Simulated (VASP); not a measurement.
Calculation: PBEsol GGA, VASP's PBE PAW potentials (set 64) (plane waves; VASP 6.6.1).

The input files of a VASP run:

**KPOINTS**
```
Regular mesh
0
Gamma
6 6 6
```

INCAR:
```
ISMEAR=-1
LREAL=.False.
GGA=PS   ! PBEsol
LMAXMIX=6   ! l cut-off of mixed one-centre charges
LWAVE=.False.
ENCUT=300   ! plane-wave cut-off (eV)
ISIF=2   ! forces and stress, cell fixed
SIGMA=0.1   ! width (eV)
EDIFF=1E-6   ! SCF stop (eV)
LCHARG=.False.
SYSTEM=Hf2Ni
NELM=100
LASPH=.True.   ! aspherical one-centre terms
ALGO=Normal
PREC=Accurate
```

File POSCAR:
```
Hf2Ni
1
   -3.1778700000     3.1778700000     2.6180400000
    3.1778700000    -3.1778700000     2.6180400000
    3.1778700000     3.1778700000    -2.6180400000
Hf Ni
4 2
Direct
  0.8343900000   0.6656100000   0.5000000000
  0.1656100000   0.3343900000   0.5000000000
  0.6656100000   0.1656100000   0.8312200000
  0.3343900000   0.8343900000   0.1687800000
  0.7500000000   0.7500000000   0.0000000000
  0.2500000000   0.2500000000   0.0000000000
```

POTCAR, in this order: Hf_pv Ni (PBE.64 set). Program: vasp_std.

The resulting files:

File OUTCAR:
```
 ion  position               nearest neighbor table
   1  0.834  0.666  0.500-   6 2.71   5 2.71   5 2.71   6 2.71   2 2.98   2 3.03   2 3.03   3 3.35
                             4 3.35   4 3.35   3 3.35   4 3.36   3 3.36   3 3.36   4 3.36
   2  0.166  0.334  0.500-   5 2.71   6 2.71   6 2.71   5 2.71   1 2.98   1 3.03   1 3.03   4 3.35
                             4 3.35   3 3.35   3 3.35   3 3.36   3 3.36   4 3.36   4 3.36
   3  0.666  0.166  0.831-   6 2.71   5 2.71   5 2.71   6 2.71   4 2.98   4 3.03   4 3.03   1 3.35
                             2 3.35   1 3.35   2 3.35   1 3.36   2 3.36   1 3.36   2 3.36
   4  0.334  0.834  0.169-   5 2.71   6 2.71   6 2.71   5 2.71   3 2.98   3 3.03   3 3.03   2 3.35
                             1 3.35   1 3.35   2 3.35   1 3.36   2 3.36   2 3.36   1 3.36
   5  0.750  0.750  0.000-   6 2.62   6 2.62   1 2.71   3 2.71   4 2.71   4 2.71   1 2.71   3 2.71
                             2 2.71   2 2.71
   6  0.250  0.250  0.000-   5 2.62   5 2.62   2 2.71   3 2.71   4 2.71   1 2.71   2 2.71   1 2.71
                             3 2.71   4 2.71
  LATTYP: Found a body centered tetragonal cell.
 ALAT       =     6.3557400000
 C/A-ratio  =     0.8238348328
 Subroutine PRICEL returns:
 Original cell was already a primitive cell.
 Subroutine GETGRP returns: Found 16 space group operations
The static configuration has the point symmetry C_4h.
 The point group associated with its full space group is D_4h.
The dynamic configuration has the point symmetry C_4h.
 Subroutine INISYM returns: Found 16 space group operations
 Subroutine IBZKPT returns following result:
 Found     30 irreducible k-points:
...
```

**OSZICAR**
```
       N       E                     dE             d eps       ncg     rms          rms(c)
DAV:   1     0.317518727201E+03    0.31752E+03   -0.22364E+04  2160   0.118E+03
DAV:   2    -0.306146654162E+02   -0.34813E+03   -0.33974E+03  2208   0.362E+02
DAV:   3    -0.598825932097E+02   -0.29268E+02   -0.27264E+02  2684   0.912E+01
DAV:   4    -0.617464578824E+02   -0.18639E+01   -0.17846E+01  2880   0.223E+01
DAV:   5    -0.618010482617E+02   -0.54590E-01   -0.54461E-01  2828   0.360E+00    0.118E+02
DAV:   6    -0.798825790090E+02   -0.18082E+02   -0.22916E+02  2684   0.171E+02    0.606E+01
DAV:   7    -0.661599095877E+02    0.13723E+02   -0.19134E+02  2884   0.981E+01    0.881E+01
DAV:   8    -0.662423264920E+02   -0.82417E-01   -0.25164E+02  2832   0.126E+02    0.351E+01
DAV:   9    -0.592480054127E+02    0.69943E+01   -0.19978E+01  2704   0.355E+01    0.254E+01
DAV:  10    -0.585675036619E+02    0.68050E+00   -0.18434E+00  3068   0.656E+00    0.195E+01
DAV:  11    -0.594871591804E+02   -0.91966E+00   -0.32198E-01  3016   0.582E+00    0.218E+01
DAV:  12    -0.580864079069E+02    0.14008E+01   -0.25874E+01  3172   0.484E+01    0.264E+01
DAV:  13    -0.565654604416E+02    0.15209E+01   -0.11310E+01  3204   0.319E+01    0.459E+00
DAV:  14    -0.565259510323E+02    0.39509E-01   -0.12485E+00  3180   0.100E+01    0.612E+00
DAV:  15    -0.565158638483E+02    0.10087E-01   -0.29569E-01  3124   0.542E+00    0.306E+00
DAV:  16    -0.565037361721E+02    0.12128E-01   -0.34084E-02  3076   0.189E+00    0.271E+00
DAV:  17    -0.565025680518E+02    0.11681E-02   -0.10499E-02  3116   0.872E-01    0.250E+00
DAV:  18    -0.565023938004E+02    0.17425E-03   -0.44692E-03  3048   0.650E-01    0.147E+00
DAV:  19    -0.565032672042E+02   -0.87340E-03   -0.10447E-02  3108   0.105E+00    0.147E+00
DAV:  20    -0.565026546709E+02    0.61253E-03   -0.70837E-04  2760   0.215E-01    0.104E+00
DAV:  21    -0.565018837608E+02    0.77091E-03   -0.11170E-03  3072   0.315E-01    0.512E-01
DAV:  22    -0.565017997590E+02    0.84002E-04   -0.21849E-04  3156   0.813E-02    0.272E-01
DAV:  23    -0.565017190249E+02    0.80734E-04   -0.32808E-04  3112   0.176E-01    0.102E-01
DAV:  24    -0.565017257930E+02   -0.67681E-05   -0.64597E-05  2784   0.762E-02    0.725E-02
DAV:  25    -0.565017209251E+02    0.48679E-05   -0.74412E-06  2436   0.291E-02    0.398E-02
DAV:  26    -0.565017194959E+02    0.14293E-05   -0.83263E-06  2656   0.242E-02    0.226E-03
DAV:  27    -0.565017193724E+02    0.12350E-06   -0.76386E-07  1236   0.578E-03
   1 F= -.56501719E+02 E0= -.56401769E+02  d E =-.199901E+00
```

### OUTCAR
```
------------------------ aborting loop because EDIFF is reached ----------------------------------------
  FORCE on cell =-STRESS in cart. coord.  units (eV):
  Direction    XX          YY          ZZ          XY          YZ          ZX
  --------------------------------------------------------------------------------------
  Total       -2.0193912     -2.0193912     -2.5322507      0.0000000      0.0000000      0.0000000
  in kB      -30.5930322    -30.5930322    -38.3626645      0.0000000      0.0000000      0.0000000
  external PRESSURE =     -33.1829096 kB  Pullay stress =       0.0000000 kB
  volume of cell :      105.76
      direct lattice vectors                 reciprocal lattice vectors
    -3.177870000  3.177870000  2.618040000     0.000000000  0.157338091  0.190982567
     3.177870000 -3.177870000  2.618040000     0.157338091  0.000000000  0.190982567
     3.177870000  3.177870000 -2.618040000     0.157338091  0.157338091  0.000000000
 POSITION                                       TOTAL-FORCE (eV/Angst)
 -----------------------------------------------------------------------------------
      1.05257      2.12530      2.61804        -0.059898      0.059898      0.000000
      2.12530      1.05257      0.00000         0.059898     -0.059898     -0.000000
      1.05257      4.23044      0.00000        -0.059898     -0.059898      0.000000
      2.12530     -1.05257      2.61804         0.059898      0.059898      0.000000
      0.00000      0.00000      3.92706        -0.000000     -0.000000      0.000000
      0.00000      0.00000      1.30902        -0.000000      0.000000      0.000000
 -----------------------------------------------------------------------------------
    total drift:                               -0.000000     -0.000000      0.000000
  FREE ENERGIE OF THE ION-ELECTRON SYSTEM (eV)
  ---------------------------------------------------
  free  energy   TOTEN  =       -56.5017193724 eV

  energy  without entropy=      -56.3018180602  energy(sigma->0) =      -56.40176872
```
(Selected blocks of OUTCAR.)

At this cut-off the stress carries a Pulay error, which pulls relaxed volumes low.

The structure comes from a computed database's Hf2Ni entry (I4/mcm); how it stands against other phases isn't given here. The cell was not relaxed at this level. The run is not spin-polarised, so no magnetic state was tried.
